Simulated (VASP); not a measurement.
Output of a VASP run:

OSZICAR:
```
       N       E                     dE             d eps       ncg     rms          rms(c)
DAV:   1     0.289876828544E+02    0.28988E+02   -0.46859E+03  1664   0.973E+02
DAV:   2     0.107960625737E+01   -0.27908E+02   -0.27566E+02  2184   0.142E+02
DAV:   3     0.633354099107E+00   -0.44625E+00   -0.44534E+00  2192   0.204E+01
DAV:   4     0.626921879227E+00   -0.64322E-02   -0.62019E-02  2512   0.155E+00
DAV:   5     0.626741313708E+00   -0.18057E-03   -0.17873E-03  2184   0.976E-02    0.440E+00
DAV:   6     0.674415480135E+00    0.47674E-01   -0.82022E-02  1752   0.195E+00    0.267E+00
DAV:   7     0.681255361131E+00    0.68399E-02   -0.68763E-02  2448   0.174E+00    0.728E-01
DAV:   8     0.680985375327E+00   -0.26999E-03   -0.45559E-03  1832   0.678E-01    0.733E-02
DAV:   9     0.681053394696E+00    0.68019E-04   -0.27056E-04  2008   0.150E-01    0.368E-02
DAV:  10     0.681055255168E+00    0.18605E-05   -0.12951E-05  2576   0.325E-02    0.353E-03
DAV:  11     0.681055393839E+00    0.13867E-06   -0.49171E-07  1192   0.579E-03
   1 F= 0.37851670E+01 E0= 0.37859022E+01  d E =0.378517E+01
       N       E                     dE             d eps       ncg     rms          rms(c)
DAV:   1     0.580142896013E+00   -0.10091E+00   -0.63576E-01  1832   0.610E+00    0.826E-01
DAV:   2     0.604043550101E+00    0.23901E-01   -0.53977E-02  1744   0.199E+00    0.377E-01
DAV:   3     0.609612355448E+00    0.55688E-02   -0.30655E-02  2384   0.115E+00    0.747E-02
DAV:   4     0.609510154246E+00   -0.10220E-03   -0.35977E-04  1720   0.185E-01    0.459E-02
DAV:   5     0.609342446082E+00   -0.16771E-03   -0.39418E-04  2280   0.198E-01    0.317E-02
DAV:   6     0.609408783017E+00    0.66337E-04   -0.42828E-05  2536   0.738E-02    0.256E-02
DAV:   7     0.609336722072E+00   -0.72061E-04   -0.10554E-04  2400   0.106E-01    0.773E-04
DAV:   8     0.609336707835E+00   -0.14237E-07   -0.18870E-07  1040   0.422E-03
   2 F= 0.37826883E+01 E0= 0.37833009E+01  d E =-.247867E-02
       N       E                     dE             d eps       ncg     rms          rms(c)
DAV:   1     0.583119338906E+00   -0.26217E-01   -0.68277E-02  1848   0.200E+00    0.267E-01
DAV:   2     0.585656267976E+00    0.25369E-02   -0.57015E-03  1728   0.644E-01    0.121E-01
DAV:   3     0.586224537441E+00    0.56827E-03   -0.31871E-03  2400   0.369E-01    0.256E-02
DAV:   4     0.586212273810E+00   -0.12264E-04   -0.33597E-05  1752   0.579E-02    0.169E-02
DAV:   5     0.586195438928E+00   -0.16835E-04   -0.59850E-05  2240   0.768E-02    0.100E-02
DAV:   6     0.586200430536E+00    0.49916E-05   -0.12920E-06  1256   0.145E-02    0.849E-03
DAV:   7     0.586192465661E+00   -0.79649E-05   -0.10548E-05  2416   0.347E-02    0.184E-04
DAV:   8     0.586192463780E+00   -0.18819E-08   -0.26790E-08   864   0.169E-03
   3 F= 0.37824674E+01 E0= 0.37830992E+01  d E =-.269956E-02
```

OUTCAR:
```
------------------------ aborting loop because EDIFF is reached ----------------------------------------
  FORCE on cell =-STRESS in cart. coord.  units (eV):
  Direction    XX          YY          ZZ          XY          YZ          ZX
  --------------------------------------------------------------------------------------
  Total        3.2039140      3.2039140      3.2039140      0.0000000      0.0000000     -0.0000000
  in kB      200.4779967    200.4779967    200.4779967      0.0000000      0.0000000     -0.0000000
  external PRESSURE =       0.4779967 kB  Pullay stress =     200.0000000 kB
  volume of cell :       25.60
      direct lattice vectors                 reciprocal lattice vectors
    -1.856756317  1.856756317  1.856756317     0.000000000  0.269286818  0.269286818
     1.856756317 -1.856756317  1.856756317     0.269286818  0.000000000  0.269286818
     1.856756317  1.856756317 -1.856756317     0.269286818  0.269286818  0.000000000
 POSITION                                       TOTAL-FORCE (eV/Angst)
 -----------------------------------------------------------------------------------
      0.00000      0.00000      0.00000        -0.000000     -0.000000      0.000000
 -----------------------------------------------------------------------------------
    total drift:                                0.000000     -0.000000     -0.000000
  FREE ENERGIE OF THE ION-ELECTRON SYSTEM (eV)
  ---------------------------------------------------
  free  energy   TOTEN  =         0.5861924638 eV

  energy  without entropy=        0.5880877361  energy(sigma->0) =        0.58682422
  enthalpy is  TOTEN    =         3.7824674413 eV   P V=        3.1962749775

 reached required accuracy - stopping structural energy minimisation
```
(Selected blocks of OUTCAR.)

File POSCAR:
```
Rb
1
   -1.8387356985     1.8387356985     1.8387356985
    1.8387356985    -1.8387356985     1.8387356985
    1.8387356985     1.8387356985    -1.8387356985
Rb
1
Direct
  0.0000000000   0.0000000000   1.0000000000
```

Problem. Reconstruct the remaining input files.

Solution. Several could match; the one computed here: the input of the run itself, LDA (Ceperley-Alder, Perdew-Zunger), plane waves, VASP's LDA PAW potentials (set 64).

**INCAR**
```
SYSTEM = Rb
PREC = Accurate
ENCUT = 500
EDIFF = 1E-6
NELM = 100
ALGO = Normal
LREAL = .FALSE.
LASPH = .TRUE.
ISMEAR = 1
SIGMA = 0.1
LMAXMIX = 4
LWAVE = .FALSE.
LCHARG = .FALSE.
IBRION = 2
ISIF = 3
NSW = 40
EDIFFG = -0.02
PSTRESS = 200
```

File KPOINTS:
```
Automatic mesh
0
Gamma
14 14 14
0 0 0
```

POTCAR, in this order: Rb_sv (LDA.64 set). Program: vasp_std.

Energy and stress use the plane-wave basis of the starting cell.

The compound is Rb in the bcc structure. This run relaxes it under an external pressure of 20 GPa. Symmetry was kept, so distortions that lower it aren't found.
